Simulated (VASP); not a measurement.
Here is the system:

```
CELL_PARAMETERS angstrom
      2.13118    -3.69132     0.00000
      2.13118     3.69132     0.00000
      0.00000     0.00000     6.92224
ATOMIC_POSITIONS crystal
  Cd 0.66667 0.33333 0.50000
  Cd 0.33333 0.66667 0.00000
  S  0.66667 0.33333 0.87700
  S  0.33333 0.66667 0.37700
```

All values below come from RPBE GGA, VASP's PBE PAW potentials (set 64) (plane waves; VASP). Settings: 520 eV cut-off, 7×7×4 Γ-centred mesh, tetrahedra with Blöchl corrections, potentials Cd S.

The cores are frozen, which limits the accuracy of field gradients.

**Question.** Give the principal components of the electric field gradient (V/Å²) and the asymmetry η at each nucleus.

**Answer.** 
```csv
atom,Vxx,Vyy,Vzz,η
Cd1,-1.6,-1.6,3.2,0.00
Cd2,-1.6,-1.6,3.2,0.00
S3,0.3,0.3,-0.6,0.00
S4,0.3,0.3,-0.6,0.00
```

The compound is CdS in the wurtzite structure. It was relaxed first, which changed the volume by +9 %.
